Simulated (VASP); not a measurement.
Given:

```
WSi2
1.0
   -1.60500     1.60500     3.91500
    1.60500    -1.60500     3.91500
    1.60500     1.60500    -3.91500
Si W
2 1
Cartesian
  0.00000   0.00000   5.20695
  0.00000   0.00000   2.62305
  0.00000   0.00000   0.00000
```

Level of theory: r2SCAN meta-GGA, VASP's PBE PAW potentials (set 64) (plane waves; VASP). Numerical set-up: 400 eV cut-off, 12×12×12 Γ-centred mesh, first-order Methfessel-Paxton smearing of 0.10 eV, potentials Si W_sv.

**Question.** Which forces act on the atoms, in eV/Å?

**Answer.** 
```csv
atom,Fx,Fy,Fz
Si1,0.000,0.000,0.056
Si2,0.000,0.000,-0.056
W3,0.000,0.000,0.000
```

**Question.** Give the stress tensor in GPa (positive for a compressed cell).

**Answer.** 
```
 0.19   0.00   0.00
 0.00   0.19   0.00
 0.00   0.00  -1.56
```
The pressure is its mean diagonal, -0.39 GPa.

The compound is WSi2 in the MoSi2 type structure. The cell was not relaxed at this level. The run is one of a series of settings (GGA removed, LMIXTAU = .TRUE., METAGGA = R2SCAN against the base run), some of them coarse on purpose.
